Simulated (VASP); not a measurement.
A run of VASP 6.6.1:

File INCAR:

```
PREC = Accurate ; ENCUT = 520
EDIFF = 1E-6 ; ISMEAR = -1
SIGMA = 0.02 ; LREAL = Auto
LASPH = T ; NELM = 150
ALGO = Fast ; ISIF = 2
LWAVE = F ; LCHARG = T
ISPIN = 2 ; MAGMOM = 0 0 0 0 0 0 0 0 0 0 0 0 0 0 0 0 0 0 0
LORBIT = 11 ; GGA = PE
LELF = T ; LVHAR = T
NBANDS = 56
```

File KPOINTS:

```
Automatic mesh
0
Gamma
  2 2 1
```

The input POSCAR:

```
AlC18
1.0
    7.3980000000      0.0000000000      0.0000000000
   -3.6990000000      6.4068560000      0.0000000000
    0.0000000000      0.0000000000     11.0000000000
C Al
18 1
Direct
   -0.0046044618     -0.0089377692      0.0898303636
    0.2171658038      0.1024878661      0.0909180909
   -0.0046965992      0.3248671423      0.0902411818
    0.2168998522      0.4349743462      0.0908631818
   -0.0053270528      0.6575189141      0.0906066364
    0.2163864779      0.7686656294      0.0910794545
    0.3275257915     -0.0089102986      0.0912376364
    0.5501980852      0.1030817612      0.0903340000
    0.3282611371      0.3243562833      0.0905185455
    0.5505186000      0.4352961890      0.0905538182
    0.3270947672      0.6569178393      0.0907448182
    0.5504142151      0.7677408389      0.0881234545
    0.6626790302     -0.0079666220      0.0866417273
    0.8855494535      0.1030816051      0.0889260909
    0.6620326707      0.3252548520      0.0906250000
    0.8839415742      0.4357071550      0.0901392727
    0.6623843382      0.6569657567      0.0894837273
    0.8841922290      0.7688148446      0.0897480000
    0.5741962953      0.9008432529      0.2857489091
```

Potentials or basis: VASP PAW PBE potentials, release 64 (C, Al).

Launch:

```sh
$ cat potpaw_PBE.64/C/POTCAR potpaw_PBE.64/Al/POTCAR > POTCAR
$ mpirun -np 1 vasp_std > vasp.out
```

Hardware: 1 thread of Intel(R) Xeon(R) Platinum 8488C (Sapphire Rapids) (shared host).

Question: How long does it take, and how much memory?

Answer: Run time: 6.1 min on 1 thread of Intel(R) Xeon(R) Platinum 8488C (Sapphire Rapids), with other jobs on the host, peak memory 0.81 GiB. Counts: scf iterations 23, k points 4.
